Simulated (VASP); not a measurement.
A convergence study with VASP on MgH2 (rutile): one setting is varied, all else stays as given below, so the limit is that of these other settings.

```yaml
crystal:
  lattice:
    - [4.52000, 0.00000, 0.00000]
    - [0.00000, 4.52000, 0.00000]
    - [0.00000, 0.00000, 3.02000]
  atoms:
    - { symbol: Mg, position: [0.00000, 0.00000, 0.00000] }
    - { symbol: Mg, position: [0.50000, 0.50000, 0.50000] }
    - { symbol: H, position: [0.30400, 0.30400, 0.00000] }
    - { symbol: H, position: [0.80400, 0.19600, 0.50000] }
    - { symbol: H, position: [0.19600, 0.80400, 0.50000] }
    - { symbol: H, position: [0.69600, 0.69600, 0.00000] }
```

Method: PBE GGA, VASP's PBE PAW potentials (set 64) (plane waves; VASP). The tightest run used: 550 eV cut-off, 12×12×16 Γ-centred mesh, Gaussian smearing of 0.050 eV, potentials Mg H.

Question: The settings run are 1×1×1 mesh; 2×2×2 mesh; 2×2×3 mesh; 4×4×5 mesh; 4×4×6 mesh; 5×5×7 mesh; 7×7×9 mesh; 8×8×10 mesh; 8×8×11 mesh; 9×9×12 mesh; 10×10×13 mesh; 11×11×15 mesh; 12×12×16 mesh. From which on does the stress (every component) stay within 0.1 GPa of the tightest run?

Answer: From 4×4×5 mesh on: it is off by 0.01 there and by no more than 0.1 in any finer run, while 2×2×3 mesh is off by 0.50.
```tsv
setting	E (eV/atom)	pressure (GPa)	largest force (eV/Å)	irreducible k-points	difference judged (GPa)
1×1×1 mesh	-3.2804	-1.15	1.282	1	49.66
2×2×2 mesh	-2.9089	0.18	0.007	6	4.68
2×2×3 mesh	-2.9269	-0.12	0.028	6	0.50
4×4×5 mesh	-2.9422	-0.45	0.018	18	0.01
4×4×6 mesh	-2.9421	-0.45	0.018	24	0.01
5×5×7 mesh	-2.9422	-0.45	0.018	24	0.00
7×7×9 mesh	-2.9422	-0.46	0.018	50	0.00
8×8×10 mesh	-2.9422	-0.46	0.018	90	0.00
8×8×11 mesh	-2.9422	-0.46	0.018	90	0.00
9×9×12 mesh	-2.9422	-0.46	0.018	105	0.00
10×10×13 mesh	-2.9422	-0.46	0.018	147	0.00
11×11×15 mesh	-2.9422	-0.46	0.018	168	0.00
12×12×16 mesh	-2.9422	-0.46	0.018	252	0.00
```

Left out are rungs that failed or repeat a setting and relaxations that didn't move; long series are thinned to 24 rows.

The compound is MgH2 in the rutile structure. The cell was not relaxed at this level, forces remain on its atoms.
